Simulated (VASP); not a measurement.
All values below come from PBE GGA, VASP's PBE PAW potentials (set 64) (plane waves; VASP 6.6.1).

Input for VASP

### POSCAR
```
Tl27Br26
1
   12.1499933950     0.0000000000     0.0000000000
    0.0000000000    12.1499933950     0.0000000000
    0.0000000000     0.0000000000    12.1499933950
Tl Br
27 26
Direct
  0.0000000000   0.0000000000   0.0000000000
  0.0000000000   0.0000000000   0.3333330000
  0.0000000000   0.0000000000   0.6666670000
  0.0000000000   0.3333330000   0.0000000000
  0.0000000000   0.3333330000   0.3333330000
  0.0000000000   0.3333330000   0.6666670000
  0.0000000000   0.6666670000   0.0000000000
  0.0000000000   0.6666670000   0.3333330000
  0.0000000000   0.6666670000   0.6666670000
  0.3333330000   0.0000000000   0.0000000000
  0.3333330000   0.0000000000   0.3333330000
  0.3333330000   0.0000000000   0.6666670000
  0.3333330000   0.3333330000   0.0000000000
  0.3333330000   0.3333330000   0.3333330000
  0.3333330000   0.3333330000   0.6666670000
  0.3333330000   0.6666670000   0.0000000000
  0.3333330000   0.6666670000   0.3333330000
  0.3333330000   0.6666670000   0.6666670000
  0.6666670000   0.0000000000   0.0000000000
  0.6666670000   0.0000000000   0.3333330000
  0.6666670000   0.0000000000   0.6666670000
  0.6666670000   0.3333330000   0.0000000000
  0.6666670000   0.3333330000   0.3333330000
  0.6666670000   0.3333330000   0.6666670000
  0.6666670000   0.6666670000   0.0000000000
  0.6666670000   0.6666670000   0.3333330000
  0.6666670000   0.6666670000   0.6666670000
  0.1666670000   0.1666670000   0.1666670000
  0.1666670000   0.1666670000   0.5000000000
  0.1666670000   0.1666670000   0.8333330000
  0.1666670000   0.5000000000   0.1666670000
  0.1666670000   0.5000000000   0.5000000000
  0.1666670000   0.5000000000   0.8333330000
  0.1666670000   0.8333330000   0.1666670000
  0.1666670000   0.8333330000   0.5000000000
  0.1666670000   0.8333330000   0.8333330000
  0.5000000000   0.1666670000   0.1666670000
  0.5000000000   0.1666670000   0.5000000000
  0.5000000000   0.1666670000   0.8333330000
  0.5000000000   0.5000000000   0.1666670000
  0.5000000000   0.5000000000   0.8333330000
  0.5000000000   0.8333330000   0.1666670000
  0.5000000000   0.8333330000   0.5000000000
  0.5000000000   0.8333330000   0.8333330000
  0.8333330000   0.1666670000   0.1666670000
  0.8333330000   0.1666670000   0.5000000000
  0.8333330000   0.1666670000   0.8333330000
  0.8333330000   0.5000000000   0.1666670000
  0.8333330000   0.5000000000   0.5000000000
  0.8333330000   0.5000000000   0.8333330000
  0.8333330000   0.8333330000   0.1666670000
  0.8333330000   0.8333330000   0.5000000000
  0.8333330000   0.8333330000   0.8333330000
```

INCAR:
```
SYSTEM = Tl27Br26
PREC = Normal
ENCUT = 400
EDIFF = 1E-5
NELM = 100
ALGO = Fast
LREAL = Auto
LASPH = .TRUE.
ISMEAR = 0
SIGMA = 0.05
GGA = PE
LMAXMIX = 4
LWAVE = .FALSE.
LCHARG = .FALSE.
NELMIN = 4
ISYM = 0
ISPIN = 2
NUPDOWN = 1
LORBIT = 10
IBRION = 2
ISIF = 2
NSW = 60
EDIFFG = -0.03
```

KPOINTS:
```
Automatic
0
G
  1 1 1
```

POTCAR, in this order: Tl_d Br (PBE.64 set). Program: vasp_gam. The INCAR's line for the spin-polarised start is left out here.

The run wrote:

File OUTCAR:
```
 ion  position               nearest neighbor table
   1  0.000  0.000  0.000-   2 4.05   3 4.05   4 4.05   7 4.05  10 4.05  19 4.05
   2  0.000  0.000  0.333-   1 4.05   5 4.05   8 4.05  11 4.05  20 4.05   3 4.05
   3  0.000  0.000  0.667-   1 4.05   6 4.05   9 4.05  12 4.05  21 4.05   2 4.05
   4  0.000  0.333  0.000-   1 4.05   5 4.05   6 4.05  13 4.05  22 4.05   7 4.05
   5  0.000  0.333  0.333-   2 4.05   4 4.05  14 4.05  23 4.05   6 4.05   8 4.05
   6  0.000  0.333  0.667-   3 4.05   4 4.05  15 4.05  24 4.05   5 4.05   9 4.05
   7  0.000  0.667  0.000-   1 4.05   8 4.05   9 4.05  16 4.05  25 4.05   4 4.05
   8  0.000  0.667  0.333-   2 4.05   7 4.05  17 4.05  26 4.05   5 4.05   9 4.05
   9  0.000  0.667  0.667-   3 4.05   7 4.05  18 4.05  27 4.05   6 4.05   8 4.05
  10  0.333  0.000  0.000-   1 4.05  11 4.05  12 4.05  13 4.05  16 4.05  19 4.05
  11  0.333  0.000  0.333-   2 4.05  10 4.05  14 4.05  17 4.05  12 4.05  20 4.05
  12  0.333  0.000  0.667-   3 4.05  10 4.05  15 4.05  18 4.05  11 4.05  21 4.05
  13  0.333  0.333  0.000-   4 4.05  10 4.05  14 4.05  15 4.05  16 4.05  22 4.05
  14  0.333  0.333  0.333-   5 4.05  11 4.05  13 4.05  15 4.05  17 4.05  23 4.05
  15  0.333  0.333  0.667-   6 4.05  12 4.05  13 4.05  14 4.05  18 4.05  24 4.05
  16  0.333  0.667  0.000-   7 4.05  10 4.05  17 4.05  18 4.05  13 4.05  25 4.05
  17  0.333  0.667  0.333-   8 4.05  11 4.05  16 4.05  14 4.05  18 4.05  26 4.05
  18  0.333  0.667  0.667-   9 4.05  12 4.05  16 4.05  15 4.05  17 4.05  27 4.05
  19  0.667  0.000  0.000-   1 4.05  20 4.05  21 4.05  22 4.05  25 4.05  10 4.05
  20  0.667  0.000  0.333-   2 4.05  19 4.05  23 4.05  26 4.05  11 4.05  21 4.05
  21  0.667  0.000  0.667-   3 4.05  19 4.05  24 4.05  27 4.05  12 4.05  20 4.05
  22  0.667  0.333  0.000-   4 4.05  19 4.05  23 4.05  24 4.05  13 4.05  25 4.05
  23  0.667  0.333  0.333-   5 4.05  20 4.05  22 4.05  14 4.05  24 4.05  26 4.05
  24  0.667  0.333  0.667-   6 4.05  21 4.05  22 4.05  15 4.05  23 4.05  27 4.05
...
```

OSZICAR:
```
       N       E                     dE             d eps       ncg     rms          rms(c)
DAV:   1     0.467663146539E+04    0.46766E+04   -0.24491E+05  1296   0.128E+03
DAV:   2     0.329106649924E+03   -0.43475E+04   -0.41217E+04  1568   0.349E+02
DAV:   3    -0.137344774953E+03   -0.46645E+03   -0.45899E+03  1424   0.933E+01
DAV:   4    -0.152770757374E+03   -0.15426E+02   -0.15324E+02  1384   0.155E+01
DAV:   5    -0.152971149290E+03   -0.20039E+00   -0.20009E+00  1392   0.190E+00    0.138E+01
RMM:   6    -0.145685458898E+03    0.72857E+01   -0.10284E+01  1280   0.315E+00    0.781E+00
RMM:   7    -0.144971349208E+03    0.71411E+00   -0.59111E+00  1282   0.203E+00    0.468E+00
RMM:   8    -0.144935392291E+03    0.35957E-01   -0.41673E-01  1280   0.808E-01    0.226E+00
RMM:   9    -0.144964876768E+03   -0.29484E-01   -0.18120E-01  1280   0.706E-01    0.940E-01
RMM:  10    -0.144948122203E+03    0.16755E-01   -0.54963E-02  1316   0.249E-01    0.378E-01
RMM:  11    -0.144949972789E+03   -0.18506E-02   -0.10710E-02  1310   0.104E-01    0.104E-01
RMM:  12    -0.144950594770E+03   -0.62198E-03   -0.21970E-03  1312   0.522E-02    0.377E-02
RMM:  13    -0.144950638934E+03   -0.44164E-04   -0.30758E-04  1007   0.194E-02    0.241E-02
RMM:  14    -0.144950654146E+03   -0.15212E-04   -0.60684E-05   922   0.933E-03    0.155E-02
RMM:  15    -0.144950653280E+03    0.86617E-06   -0.14428E-05   789   0.516E-03
   1 F= -.14495065E+03 E0= -.14495065E+03  d E =-.144951E+03  mag=     1.0000
       N       E                     dE             d eps       ncg     rms          rms(c)
DAV:   1    -0.144953122403E+03   -0.24683E-02   -0.35138E-01  1424   0.746E-01    0.214E-01
RMM:   2    -0.144954217720E+03   -0.10953E-02   -0.11997E-02  1276   0.150E-01    0.351E-02
RMM:   3    -0.144954297467E+03   -0.79746E-04   -0.12006E-03  1208   0.575E-02    0.518E-02
RMM:   4    -0.144954291713E+03    0.57540E-05   -0.18209E-04  1106   0.218E-02    0.376E-02
RMM:   5    -0.144954286304E+03    0.54082E-05   -0.60437E-05   968   0.110E-02
   2 F= -.14495429E+03 E0= -.14495429E+03  d E =-.363302E-02  mag=     1.0000
       N       E                     dE             d eps       ncg     rms          rms(c)
DAV:   1    -0.144953063669E+03    0.12280E-02   -0.31602E+00  1344   0.225E+00    0.639E-01
RMM:   2    -0.144962930226E+03   -0.98666E-02   -0.10803E-01  1280   0.453E-01    0.109E-01
RMM:   3    -0.144963652669E+03   -0.72244E-03   -0.10727E-02  1288   0.174E-01    0.159E-01
RMM:   4    -0.144963602461E+03    0.50208E-04   -0.16038E-03  1266   0.668E-02    0.116E-01
RMM:   5    -0.144963551320E+03    0.51141E-04   -0.56223E-04  1230   0.349E-02    0.356E-02
RMM:   6    -0.144963559561E+03   -0.82409E-05   -0.95684E-05  1038   0.162E-02
   3 F= -.14496356E+03 E0= -.14496356E+03  d E =-.129063E-01  mag=     1.0000
       N       E                     dE             d eps       ncg     rms          rms(c)
DAV:   1    -0.144934544887E+03    0.29006E-01   -0.12659E+01  1312   0.460E+00    0.130E+00
RMM:   2    -0.144974577112E+03   -0.40032E-01   -0.43698E-01  1280   0.915E-01    0.221E-01
RMM:   3    -0.144977477035E+03   -0.28999E-02   -0.43047E-02  1292   0.349E-01    0.320E-01
RMM:   4    -0.144977327598E+03    0.14944E-03   -0.64458E-03  1286   0.132E-01    0.251E-01
RMM:   5    -0.144977053364E+03    0.27423E-03   -0.23732E-03  1264   0.698E-02    0.785E-02
RMM:   6    -0.144977089591E+03   -0.36227E-04   -0.43115E-04  1190   0.330E-02    0.424E-02
RMM:   7    -0.144977098071E+03   -0.84800E-05   -0.10919E-04  1099   0.157E-02    0.216E-02
RMM:   8    -0.144977092942E+03    0.51293E-05   -0.37111E-05   896   0.853E-03
   4 F= -.14497709E+03 E0= -.14497709E+03  d E =-.264397E-01  mag=     1.0000
       N       E                     dE             d eps       ncg     rms          rms(c)
DAV:   1    -0.144816005991E+03    0.16109E+00   -0.50443E+01  1296   0.901E+00    0.274E+00
RMM:   2    -0.144980754573E+03   -0.16475E+00   -0.18035E+00  1280   0.178E+00    0.465E-01
RMM:   3    -0.144993583609E+03   -0.12829E-01   -0.17684E-01  1292   0.675E-01    0.651E-01
RMM:   4    -0.144993503932E+03    0.79677E-04   -0.26759E-02  1297   0.257E-01    0.554E-01
RMM:   5    -0.144991967148E+03    0.15368E-02   -0.83150E-03  1281   0.130E-01    0.229E-01
RMM:   6    -0.144992095911E+03   -0.12876E-03   -0.28399E-03  1261   0.703E-02    0.769E-02
RMM:   7    -0.144992098526E+03   -0.26152E-05   -0.60818E-04  1160   0.338E-02    0.855E-02
RMM:   8    -0.144992074363E+03    0.24162E-04   -0.11626E-04  1072   0.169E-02    0.117E-02
RMM:   9    -0.144992074585E+03   -0.22195E-06   -0.11001E-04   996   0.113E-02    0.169E-02
RMM:  10    -0.144992070675E+03    0.39103E-05   -0.13104E-05   703   0.525E-03
   5 F= -.14499207E+03 E0= -.14499207E+03  d E =-.414174E-01  mag=     1.0000
       N       E                     dE             d eps       ncg     rms          rms(c)
DAV:   1    -0.144977544293E+03    0.14530E-01   -0.11598E+01  1280   0.467E+00    0.726E-01
RMM:   2    -0.144995603137E+03   -0.18059E-01   -0.19120E-01  1280   0.825E-01    0.137E-01
RMM:   3    -0.144997715204E+03   -0.21121E-02   -0.24357E-02  1288   0.332E-01    0.181E-01
RMM:   4    -0.144997974068E+03   -0.25886E-03   -0.41776E-03  1296   0.130E-01    0.162E-01
RMM:   5    -0.144997939575E+03    0.34493E-04   -0.12152E-03  1288   0.658E-02    0.877E-02
RMM:   6    -0.144997947220E+03   -0.76456E-05   -0.40377E-04  1266   0.339E-02    0.249E-02
RMM:   7    -0.144997955171E+03   -0.79505E-05   -0.71034E-05  1040   0.167E-02
   6 F= -.14499796E+03 E0= -.14499796E+03  d E =-.588450E-02  mag=     1.0000
```

### OUTCAR
```
------------------------ aborting loop because EDIFF is reached ----------------------------------------
  FORCE on cell =-STRESS in cart. coord.  units (eV):
  Direction    XX          YY          ZZ          XY          YZ          ZX
  --------------------------------------------------------------------------------------
  Total       -1.9452209     -1.9451669     -1.9451638     -0.0000113      0.0000101      0.0000127
  in kB       -1.7376063     -1.7375581     -1.7375553     -0.0000101      0.0000090      0.0000113
  external PRESSURE =      -1.7375732 kB  Pullay stress =       0.0000000 kB
  volume of cell :     1793.61
      direct lattice vectors                 reciprocal lattice vectors
    12.149993395  0.000000000  0.000000000     0.082304571  0.000000000  0.000000000
     0.000000000 12.149993395  0.000000000     0.000000000  0.082304571  0.000000000
     0.000000000  0.000000000 12.149993395     0.000000000  0.000000000  0.082304571
 POSITION                                       TOTAL-FORCE (eV/Angst)
 -----------------------------------------------------------------------------------
      0.00000     12.14999      0.00001        -0.000043      0.000046     -0.000128
     12.14999      0.00002      4.05326         0.000063     -0.000186     -0.020904
      0.00000     12.14999      8.09673        -0.000011      0.000035      0.021019
      0.00001      4.05327     12.14998        -0.000103     -0.021017      0.000126
      0.00001      4.05056      4.05058        -0.000094      0.015933      0.015805
     12.14999      4.05056      8.09944         0.000067      0.016018     -0.015999
     12.14999      8.09674      0.00004         0.000013      0.020870     -0.000403
      0.00001      8.09945      4.05055        -0.000120     -0.016116      0.016061
     12.14999      8.09942      8.09942         0.000050     -0.015853     -0.015771
      4.05325     12.14999     12.14999        -0.020840      0.000092      0.000040
      4.05053      0.00001      4.05054         0.016308     -0.000115      0.016208
      4.05053     12.14999      8.09945         0.016352      0.000065     -0.016154
      4.05053      4.05054     12.14999         0.016334      0.016187      0.000017
      4.02827      4.02826      4.02828        -0.001900     -0.001856     -0.002011
      4.02829      4.02829      8.12168        -0.002056     -0.002163      0.002385
      4.05053      8.09945      0.00002         0.016362     -0.016168     -0.000169
      4.02827      8.12172      4.02828        -0.001849      0.001988     -0.002048
      4.02826      8.12169      8.12171        -0.001748      0.002282      0.002130
      8.09674     12.14998     12.14999         0.020875      0.000186      0.000019
      8.09948     12.14998      4.05054        -0.016440      0.000183      0.016214
      8.09946     12.14999      8.09946        -0.016299      0.000024     -0.016284
      8.09945      4.05056     12.14999        -0.016199      0.015996      0.000085
      8.12174      4.02829      4.02831         0.001760     -0.002199     -0.002365
      8.12173      4.02830      8.12171         0.001833     -0.002278      0.002139
      8.09945      8.09944     12.14999        -0.016152     -0.016096      0.000000
      8.12171      8.12173      4.02830         0.002019      0.001903     -0.002280
      8.12173      8.12170      8.12169         0.001845      0.002198      0.002237
      2.00945      2.00944      2.00945         0.003923      0.003951      0.003942
      2.04097      2.04096      6.07499        -0.019650     -0.019615      0.000016
      2.00946      2.00944     10.14055         0.003879      0.003945     -0.003947
      2.04098      6.07499      2.04096        -0.019649      0.000023     -0.019596
      2.14840      6.07499      6.07499        -0.007203      0.000021     -0.000017
      2.04096      6.07500     10.10902        -0.019611     -0.000002      0.019632
      2.00944     10.14056      2.00944         0.003933     -0.003977      0.003970
      2.04096     10.10902      6.07500        -0.019630      0.019646     -0.000030
      2.00946     10.14054     10.14056         0.003891     -0.003911     -0.003955
      6.07501      2.04096      2.04096        -0.000034     -0.019597     -0.019600
      6.07500      2.14841      6.07501        -0.000009     -0.007226     -0.000035
      6.07500      2.04096     10.10903        -0.000003     -0.019609      0.019612
      6.07501      6.07500      2.14841        -0.000033     -0.000003     -0.007198
      6.07499      6.07499     10.00159         0.000008      0.000015      0.007201
      6.07500     10.10903      2.04096        -0.000005      0.019597     -0.019598
      6.07499     10.00160      6.07500         0.000007      0.007200     -0.000013
      6.07499     10.10904     10.10904         0.000022      0.019584      0.019590
     10.14054      2.00945      2.00944        -0.003911      0.003916      0.003950
     10.10902      2.04098      6.07498         0.019677     -0.019660      0.000060
     10.14054      2.00945     10.14054        -0.003891      0.003921     -0.003927
     10.10903      6.07498      2.04097         0.019635      0.000047     -0.019625
     10.00159      6.07500      6.07500         0.007217     -0.000004     -0.000005
     10.10902      6.07500     10.10902         0.019653     -0.000023      0.019638
     10.14055     10.14054      2.00945        -0.003914     -0.003929      0.003929
     10.10902     10.10903      6.07500         0.019659      0.019630     -0.000005
     10.14057     10.14054     10.14055        -0.003988     -0.003898     -0.003956
 -----------------------------------------------------------------------------------
    total drift:                                0.000036     -0.000045     -0.000031
  FREE ENERGIE OF THE ION-ELECTRON SYSTEM (eV)
  ---------------------------------------------------
  free  energy   TOTEN  =      -144.9979551707 eV

  energy  without entropy=     -144.9979551706  energy(sigma->0) =     -144.99795517

 total charge

# of ion       s       p       d       tot
------------------------------------------
    1        1.313   0.123   9.665  11.101
    2        1.307   0.121   9.665  11.092
    3        1.307   0.121   9.665  11.092
    4        1.307   0.121   9.665  11.092
    5        1.304   0.122   9.665  11.090
    6        1.304   0.122   9.665  11.090
    7        1.307   0.121   9.665  11.092
    8        1.304   0.122   9.665  11.090
    9        1.304   0.122   9.665  11.090
   10        1.307   0.121   9.665  11.092
   11        1.304   0.122   9.665  11.090
   12        1.304   0.122   9.665  11.090
   13        1.304   0.122   9.665  11.090
   14        1.303   0.136   9.663  11.102
   15        1.303   0.136   9.663  11.102
   16        1.304   0.122   9.665  11.090
   17        1.303   0.136   9.663  11.102
   18        1.303   0.136   9.663  11.102
   19        1.307   0.121   9.665  11.092
   20        1.304   0.122   9.665  11.090
   21        1.304   0.122   9.665  11.090
   22        1.304   0.122   9.665  11.090
   23        1.303   0.136   9.663  11.102
   24        1.303   0.136   9.663  11.102
   25        1.304   0.122   9.665  11.090
   26        1.303   0.136   9.663  11.102
   27        1.303   0.136   9.663  11.102
   28        1.614   3.225   0.005   4.844
   29        1.613   3.224   0.006   4.843
   30        1.614   3.225   0.005   4.844
   31        1.613   3.224   0.006   4.843
...
```
(Selected blocks of OUTCAR.)

File CONTCAR:
```
Tl27Br26
   1.00000000000000
    12.1499933949999992    0.0000000000000000    0.0000000000000000
     0.0000000000000000   12.1499933949999992    0.0000000000000000
     0.0000000000000000    0.0000000000000000   12.1499933949999992
  Tl              Br
    27    26
Direct
     0.0000002818622218    0.9999997339802207    0.0000009083865329
     0.9999994809291854    0.0000015604763566    0.3336014685664679
     0.0000000821059583    0.9999996666892602    0.6663977271988698
     0.0000007224676097    0.3336023737646006    0.9999990356314475
     0.0000006943327431    0.3333799651600425    0.3333808409870535
     0.9999995047028470    0.3333792473858870    0.6666206896621850
     0.9999998386238924    0.6663987272613955    0.0000030136890183
     0.0000009005222787    0.6666215156119171    0.3333789322833787
     0.9999996196473879    0.6666194157191536    0.6666189584814507
     0.3336011915614395    0.9999993268227036    0.9999995888228447
     0.3333772659144128    0.0000009120243329    0.3333777852889600
     0.3333769082470026    0.9999994722272475    0.6666218472811962
     0.3333770260382529    0.3333779026389421    0.9999997756022485
     0.3315450689475098    0.3315444199396690    0.3315455712379340
     0.3315463533430428    0.3315468353036066    0.6684515905071251
     0.3333767703465361    0.6666218525568826    0.0000012624577381
     0.3315446959227895    0.6684544995831591    0.3315459198984765
     0.3315438749921477    0.6684522582089331    0.6684535220007886
     0.6663985937928754    0.9999986497923343    0.9999998484026533
     0.6666238199155025    0.9999986528400375    0.3333777362726175
     0.6666226934248388    0.9999998283502319    0.6666228880263059
     0.6666219725584087    0.3333793955385657    0.9999993836028253
     0.6684560431166864    0.3315470925734765    0.3315482579700827
     0.6684554312760653    0.3315476921636673    0.6684534997040645
     0.6666215944852176    0.6666212611387767    0.9999999765761598
     0.6684539914819924    0.6684551355912026    0.3315475755715406
     0.6684552939195026    0.6684529218649871    0.6684525899421765
     0.1653866178770946    0.1653861968007337    0.1653868988320941
     0.1679810192794576    0.1679802747593650    0.4999993264997345
     0.1653875894021224    0.1653862124688991    0.8346140010233147
     0.1679815827906682    0.4999995061939410    0.1679801245774850
     0.1768229091442549    0.4999993132232353    0.4999998412860533
     0.1679800812236824    0.4999998794179683    0.8320186229218224
     0.1653861813400999    0.8346145768381666    0.1653859239876207
     0.1679803449189609    0.8320185682981626    0.5000006449965666
     0.1653875128128247    0.8346129269684971    0.8346140680186022
     0.5000008683003294    0.1679802059813671    0.1679803336814998
     0.5000000804643903    0.1768240811685211    0.5000007760416246
     0.5000001332364715    0.1679805642284879    0.8320191877764422
     0.5000007446340691    0.5000003513182678    0.1768238192295348
     0.4999995523956967    0.4999997865745009    0.8231765894050366
     0.4999999763885255    0.8320196186489216    0.1679806282567251
     0.4999995057954711    0.8231771824191806    0.5000005065918155
     0.4999997226699419    0.8320200803197209    0.8320201819532198
     0.8346131635635897    0.1653868107224373    0.1653860350368666
     0.8320182889401502    0.1679816911707360    0.4999983991103550
     0.8346127754435096    0.1653867209405106    0.8346127438011598
     0.8320192648905127    0.4999989975064492    0.1679812414921058
     0.8231767544463841    0.5000004903096921    0.5000003507938389
     0.8320184405145646    0.5000005695609797    0.8320188290865500
     0.8346132123951221    0.8346131767105951    0.1653865779244285
     0.8320185880753167    0.8320192729290384    0.5000004567414740
     0.8346153745784416    0.8346126293140351    0.8346136968818879
```

The supercell is sampled at Γ alone, which is coarse: total energies, pressure and levels can be off, energies of defects by several tenths of an eV. The run has a spin-polarised start.

The cell is a supercell with a defect, built from a database entry that may be metastable or hypothetical: vac_Br.
